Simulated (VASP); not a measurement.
Here is the system:

```yaml
crystal:
  lattice:
    - [4.69251, 0.00000, 0.00000]
    - [0.00000, 4.69251, 0.00000]
    - [0.00000, 0.00000, 4.69251]
  atoms:
    - { symbol: V, position: [0.25000, 0.00000, 0.50000] }
    - { symbol: V, position: [0.50000, 0.25000, 0.00000] }
    - { symbol: V, position: [0.50000, 0.75000, 0.00000] }
    - { symbol: V, position: [0.75000, 0.00000, 0.50000] }
    - { symbol: V, position: [0.00000, 0.50000, 0.75000] }
    - { symbol: V, position: [0.00000, 0.50000, 0.25000] }
    - { symbol: Si, position: [0.50000, 0.50000, 0.50000] }
    - { symbol: Si, position: [0.00000, 0.00000, 0.00000] }
```

Computed with PBE GGA, VASP's PBE PAW potentials (set 64) (plane waves; VASP). Run with 400 eV cut-off, 7×7×7 Γ-centred mesh, tetrahedra with Blöchl corrections, potentials V_sv Si.

The cores are frozen, which limits the accuracy of field gradients.

### Question
Give the principal components of the electric field gradient (V/Å²) and the asymmetry η at each nucleus.

### Answer

```json
[
 {"atom": "V1", "Vxx": "-12.9", "Vyy": "-12.9", "Vzz": "25.8", "η": "0.00"},
 {"atom": "V2", "Vxx": "-12.9", "Vyy": "-12.9", "Vzz": "25.8", "η": "0.00"},
 {"atom": "V3", "Vxx": "-12.9", "Vyy": "-12.9", "Vzz": "25.8", "η": "0.00"},
 {"atom": "V4", "Vxx": "-12.9", "Vyy": "-12.9", "Vzz": "25.8", "η": "0.00"},
 {"atom": "V5", "Vxx": "-12.9", "Vyy": "-12.9", "Vzz": "25.8", "η": "0.00"},
 {"atom": "V6", "Vxx": "-12.9", "Vyy": "-12.9", "Vzz": "25.8", "η": "0.00"},
 {"atom": "Si7", "Vxx": "0.0", "Vyy": "0.0", "Vzz": "0.0", "η": "-"},
 {"atom": "Si8", "Vxx": "0.0", "Vyy": "0.0", "Vzz": "0.0", "η": "-"}
]
```

The compound is V3Si in the A15 structure. It was relaxed first. The run is not spin-polarised, so no magnetic state was tried.
